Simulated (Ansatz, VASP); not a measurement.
# Cross-check of SiC159 (undercooled, nearly rigid carbon at 4800 K) between VASP and Ansatz, part 2 of 2

Aim: how closely do two programs agree when they are given the same cell, functional and k mesh? Of the first pair: The structure shown is the start of the Ansatz relaxation below; VASP solves that cell, so the two are compared at the walk's first step.

VASP 6.6.1 and Ansatz 0.2.0.

So far. Step 3 (VASP: single point, PBE, start cell, pair 1): The run ends at a pressure of -6.71 GPa, with forces up to 26 eV/Å.

### 5. Ansatz: relaxation, PBE

Level of this step: Ansatz beside VASP: Kohn-Sham DFT, plane waves, PBE (Ansatz).

This run makes the geometry at which the two programs are then compared.

The structure compared here is the end of the Ansatz relaxation.

input.yaml

```yaml
crystal:
  lattice:
    - [12.1119, 0.0, 0.0]
    - [0.0, 12.1119, 0.0]
    - [0.0, 0.0, 12.1119]
  atoms:
    - { symbol: C, position: [0.63714, 0.89831, 0.48642] }
    - { symbol: C, position: [0.85764, 0.63343, 0.80622] }
[... 5 atom lines left out ...]
    - { symbol: C, position: [0.50548, 0.42884, 0.68384] }
[... 14 atom lines left out ...]
    - { symbol: C, position: [0.91858, 0.58729, 0.53797] }
[... 5 atom lines left out ...]
    - { symbol: C, position: [0.81322, 0.22177, 0.6419] }
[... 1 atom line left out ...]
    - { symbol: C, position: [0.57153, 0.40688, 0.49852] }
[... 3 atom lines left out ...]
    - { symbol: C, position: [0.49745, 0.7683, 0.49822] }
[... 4 atom lines left out ...]
    - { symbol: C, position: [0.05483, 0.75461, 0.46726] }
[... 1 atom line left out ...]
    - { symbol: C, position: [0.9123, 0.91838, 0.0176] }
[... 3 atom lines left out ...]
    - { symbol: C, position: [0.36384, 0.2046, 0.72873] }
    - { symbol: C, position: [0.62375, 0.36528, 0.39548] }
[... 4 atom lines left out ...]
    - { symbol: C, position: [0.65199, 0.12823, 0.98763] }
    - { symbol: C, position: [0.60789, 0.70505, 0.87973] }
[... 9 atom lines left out ...]
    - { symbol: C, position: [0.75499, 0.73535, 0.20711] }
    - { symbol: C, position: [0.78428, 0.76099, 0.58334] }
[... 2 atom lines left out ...]
    - { symbol: C, position: [0.86257, 0.74873, 0.12861] }
[... 6 atom lines left out ...]
    - { symbol: C, position: [0.29136, 0.82592, 0.08856] }
[... 2 atom lines left out ...]
    - { symbol: C, position: [0.48805, 0.74314, 0.88431] }
[... 8 atom lines left out ...]
    - { symbol: C, position: [0.19449, 0.75976, 0.16942] }
[... 1 atom line left out ...]
    - { symbol: C, position: [0.61477, 0.06302, 0.81972] }
    - { symbol: C, position: [0.56501, 0.16499, 0.56321] }
[... 1 atom line left out ...]
    - { symbol: C, position: [0.96136, 0.15501, 0.8651] }
[... 5 atom lines left out ...]
    - { symbol: C, position: [0.44143, 0.17984, 0.03219] }
    - { symbol: C, position: [0.56262, 0.33001, 0.28762] }
[... 1 atom line left out ...]
    - { symbol: C, position: [0.3448, 0.88915, 0.77692] }
[... 3 atom lines left out ...]
    - { symbol: C, position: [0.28733, 0.20035, 0.52728] }
[... 4 atom lines left out ...]
    - { symbol: C, position: [0.31247, 0.10609, 0.77962] }
[... 6 atom lines left out ...]
    - { symbol: C, position: [0.23141, 0.22471, 0.33918] }
    - { symbol: C, position: [0.91211, 0.46886, 0.49542] }
    - { symbol: C, position: [0.809, 0.32697, 0.60483] }
[... 1 atom line left out ...]
    - { symbol: C, position: [0.53642, 0.11764, 0.37605] }
[... 1 atom line left out ...]
    - { symbol: C, position: [0.67725, 0.11924, 0.75619] }
[... 3 atom lines left out ...]
    - { symbol: C, position: [0.17365, 0.25997, 0.15804] }
[... 1 atom line left out ...]
    - { symbol: C, position: [0.35466, 0.57452, 0.9068] }
[... 6 atom lines left out ...]
    - { symbol: C, position: [0.98988, 0.77994, 0.28486] }
    - { symbol: C, position: [0.61454, 0.60035, 0.45399] }
    - { symbol: C, position: [0.29095, 0.75933, 0.61296] }
[... 3 atom lines left out ...]
    - { symbol: C, position: [0.7745, 0.17733, 0.7524] }
    - { symbol: C, position: [0.52397, 0.87087, 0.43796] }
[... 1 atom line left out ...]
    - { symbol: C, position: [0.04396, 0.64385, 0.9139] }
    - { symbol: C, position: [0.6907, 0.79157, 0.51624] }
[... 6 atom lines left out ...]
    - { symbol: C, position: [0.86885, 0.15698, 0.45172] }
[... 5 atom lines left out ...]
    - { symbol: C, position: [0.70998, 0.76887, 0.89359] }
    - { symbol: C, position: [0.4679, 0.76517, 0.68795] }
    - { symbol: C, position: [0.66283, 0.57098, 0.73286] }
kpoints:
  mp_grid: { grid: [1, 1, 1] }
hamiltonian:
  xc: pbe
scf:
  occupations: { method: fermi_dirac, width: 0.025 }
output:
  forces: true
  eigenvalues: true
relax:
  f_tol: 0.05
  max_steps: 90
```

Run with:

```console
$ ansatz run input.yaml --threads 4 --pin off --max-ram 8192MiB --backend cpu --events-out ev --progress --plain --runs-dir out
```

Numbers of over 12 decimals in the logs are rounded to 6 here.

Log:

```text
[...]
Crystal: 160 atoms, lattice volume = 1776.793 Å³
Basis set: ecut = 420 eV, 34697 PW (Γ), exchange–correlation on 162×162×162 points (8 copies of the dense FFT grid, shifted against one another)
Bands: 480, of which v1, the nominal top of the filled ones, is band 320 counted from 1 (319 counted from 0)
Symmetry: 1 space group operations
[...]
k-points: 1
[...]
- { symbol: C, position: [0.233721, 0.090405, 0.565046] }
    - { symbol: C, position: [0.357123, 0.720654, 0.049651] }
    - { symbol: C, position: [0.483306, 0.381702, 0.088870] }
    - { symbol: C, position: [0.732525, 0.857671, 0.223613] }
    - { symbol: C, position: [0.022619, 0.638892, 0.523416] }
    - { symbol: C, position: [0.045797, 0.840489, 0.529422] }
    - { symbol: C, position: [0.118758, 0.354105, 0.156259] }
[...]
- { symbol: C, position: [0.165971, 0.222907, 0.832155] }
    - { symbol: C, position: [0.709317, 0.771296, 0.893359] }
    - { symbol: C, position: [0.464379, 0.763197, 0.687579] }
    - { symbol: C, position: [0.676899, 0.572093, 0.770191] }
```

### 6. VASP: single point, PBE, relaxed cell, pair 2

The same cell, functional, mesh and smearing now go to VASP, with its own data sets.

INCAR

```
SYSTEM = SiC159
PREC = Accurate
ENCUT = 520
EDIFF = 1E-06
NELM = 120
ISMEAR = -1
SIGMA = 0.025
LREAL = Auto
ALGO = Normal
GGA = PE
NBANDS = 432
LORBIT = 11
LWAVE = .FALSE.
LCHARG = .FALSE.
ISIF = 2
LASPH = .TRUE.
GGA_COMPAT = .FALSE.
EFERMI = MIDGAP
```

POSCAR

```
SiC159
1.0
   12.1119000000      0.0000000000      0.0000000000
    0.0000000000     12.1119000000      0.0000000000
    0.0000000000      0.0000000000     12.1119000000
C Si
159 1
Direct
    0.6236400000      0.8932000000      0.4901600000
    0.8736100000      0.6319400000      0.8239900000
[... 5 atom lines left out ...]
    0.5221200000      0.4326800000      0.6960400000
[... 14 atom lines left out ...]
    0.9173600000      0.5847500000      0.5400500000
[... 5 atom lines left out ...]
    0.8069200000      0.2234700000      0.6401400000
[... 1 atom line left out ...]
    0.5820300000      0.4265000000      0.4975100000
[... 3 atom lines left out ...]
    0.4819800000      0.7639500000      0.4947000000
[... 4 atom lines left out ...]
    0.4931200000      0.2630200000      0.5788000000
[... 1 atom line left out ...]
    0.4336600000      0.4946600000      0.8665600000
[... 3 atom lines left out ...]
    0.6240700000      0.3712400000      0.3944800000
    0.5901700000      0.1004900000      0.4847500000
[... 4 atom lines left out ...]
    0.6003800000      0.7129900000      0.8847400000
    0.4415300000      0.5841600000      0.1834900000
[... 9 atom lines left out ...]
    0.7700400000      0.7613800000      0.5852100000
    0.5263100000      0.4048400000      0.2084100000
[... 2 atom lines left out ...]
    0.9885600000      0.4184800000      0.4305800000
[... 6 atom lines left out ...]
    0.6179400000      0.5957400000      0.8714000000
[... 2 atom lines left out ...]
    0.8085300000      0.3912100000      0.5085400000
[... 8 atom lines left out ...]
    0.6130500000      0.5158200000      0.6939400000
[... 1 atom line left out ...]
    0.5603800000      0.1791900000      0.5545700000
    0.3700600000      0.3008900000      0.7936700000
[... 1 atom line left out ...]
    0.6944000000      0.6564000000      0.2355500000
[... 5 atom lines left out ...]
    0.5599900000      0.3300500000      0.2899600000
    0.5265000000      0.5302500000      0.2282100000
[... 1 atom line left out ...]
    0.5297300000      0.3772600000      0.5876300000
[... 3 atom lines left out ...]
    0.3816100000      0.2239500000      0.6089200000
[... 4 atom lines left out ...]
    0.7859100000      0.6299300000      0.7384700000
[... 6 atom lines left out ...]
    0.9114400000      0.4686200000      0.4943500000
    0.8036400000      0.3295100000      0.6051700000
    0.5302300000      0.2054400000      0.2803700000
[... 1 atom line left out ...]
    0.4402200000      0.4049300000      0.7818900000
[... 1 atom line left out ...]
    0.8021700000      0.6371400000      0.6027100000
[... 3 atom lines left out ...]
    0.7323600000      0.3692900000      0.4203800000
[... 1 atom line left out ...]
    0.4093600000      0.7544900000      0.5902500000
[... 6 atom lines left out ...]
    0.6326800000      0.6245300000      0.4104600000
    0.2834000000      0.7610000000      0.6148200000
    0.5918700000      0.7020100000      0.4877900000
[... 3 atom lines left out ...]
    0.5139600000      0.8648300000      0.4345600000
    0.8249000000      0.8473200000      0.6505700000
[... 1 atom line left out ...]
    0.6757200000      0.7884400000      0.5257900000
    0.6164600000      0.5986000000      0.2912100000
[... 6 atom lines left out ...]
    0.5424500000      0.5154200000      0.9217400000
[... 5 atom lines left out ...]
    0.4643800000      0.7632000000      0.6875800000
    0.6769000000      0.5720900000      0.7701900000
    0.6687000000      0.5530300000      0.5482500000
```

KPOINTS

```
Automatic mesh
0
Gamma
1 1 1
0 0 0
```

PAW data sets: C and Si (PBE family, release 64).

Run with:

```console
$ export OMP_NUM_THREADS=3
$ mpirun -np 1 vasp_gam
```

Log:

```text
[... set-up lines as in an earlier step ...]
 entering main loop
       N       E                     dE             d eps       ncg     rms          rms(c)
DAV:   1     0.459337133763E+04    0.45934E+04   -0.35796E+05   864   0.143E+03
DAV:   2    -0.919795666831E+03   -0.55132E+04   -0.52188E+04  1096   0.329E+02
DAV:   3    -0.138418625604E+04   -0.46439E+03   -0.44943E+03  1040   0.952E+01
DAV:   4    -0.140013865756E+04   -0.15952E+02   -0.15801E+02  1080   0.187E+01
[...]
DAV:  18    -0.132125568180E+04    0.90873E-05   -0.12451E-05   928   0.623E-03    0.486E-03
DAV:  19    -0.132125567983E+04    0.19727E-05   -0.23614E-06   784   0.282E-03    0.282E-03
DAV:  20    -0.132125567951E+04    0.31690E-06   -0.81509E-07   600   0.173E-03
   1 F= -.13212557E+04 E0= -.13212478E+04  d E =-.156680E-01
```

Parts of OUTCAR (step 6):

```text
  FREE ENERGIE OF THE ION-ELECTRON SYSTEM (eV)
  ---------------------------------------------------
  free  energy   TOTEN  =     -1321.2556795146 eV

  energy  without entropy=    -1321.2400115168  energy(sigma->0) =    -1321.24784552
```

The run ends at a pressure of -8.71 GPa, with forces up to 0.077 eV/Å.

### 7. Differences

Compared:

```csv
quantity,Ansatz,VASP,difference
gap on the k mesh (eV),0.174,0.174,0.000
```

At this near-relaxed geometry the largest component of a force difference is 75 meV/Å. A gap on the mesh is an upper bound, since the band edges may lie between its points.

### 8. Summary of results

| Property | Result |
| --- | --- |
| r.m.s. force difference (single point, PBE, start cell, pair 1) | 1.4 % of the r.m.s. force |
| r.m.s. force difference (single point, PBE, relaxed cell, pair 2) | 16 meV/Å |

**Reading.** The r.m.s. force difference is 16 meV/Å (single point, PBE, relaxed cell, pair 2), beyond the 12 meV/Å picked in this series as the mark of a large difference. What causes the difference of the single point, PBE, relaxed cell, pair 2 pair stays open here. How closely two codes agree says nothing of how well the functional describes the real material.

[Lines on the potential files, build, host, timing and source positions are cut from VASP's logs without a mark.]

[Logs are printed without paths, hosts, clocks, repeated set-up lines and the standing remarks that a program may print on its own settings, such as how far it seeks lower states.]

[Hosts, paths, dates, database ids (printed as entryN), source tags and the programs' standing remarks are cut or masked in the printed files.]
